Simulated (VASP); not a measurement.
Here is the system:

```yaml
crystal:
  lattice:
    - [3.31376, 0.00000, 0.00000]
    - [0.00000, 3.31376, 0.00000]
    - [0.00000, 0.00000, 3.31376]
  atoms:
    - { symbol: Ru, position: [0.00000, 0.00000, 0.00000] }
    - { symbol: Sb, position: [0.50000, 0.50000, 0.50000] }
```

Level of theory: PBE GGA, VASP's PBE PAW potentials (set 64) (plane waves; VASP). Run with 300 eV cut-off, 5×5×5 Γ-centred mesh, Gaussian smearing of 0.14 eV, potentials Ru_pv Sb.

At this cut-off the stress carries a Pulay error, which pulls relaxed volumes low. Unless said otherwise, spin-orbit coupling is left out, though it shifts the bands of the heavy elements here.

Problem. What does the run give for the energy per atom (σ→0), pressure, band gap (on the k-mesh) with the smallest direct gap where there is one?

Solution. 
```
Property                                                     Value
------------------------  ----------------------------------------
band gap (on the k-mesh)  none (metal, semimetal or under 0.01 eV)
energy per atom (σ→0)                               -6.521 eV/atom
pressure                                                 -6.33 GPa
```

Total energies compare only between runs with the same potentials, cut-off and functional.

The structure was generated: SbRu was put into an ordered model structure, which need not be its known phase. The cell was not relaxed at this level. The k-mesh is coarse (spacing up to 0.38 per Å, 2π included), so the numbers may not be converged in it. The electron count is odd and the run is not spin-polarised, which forces a metal.
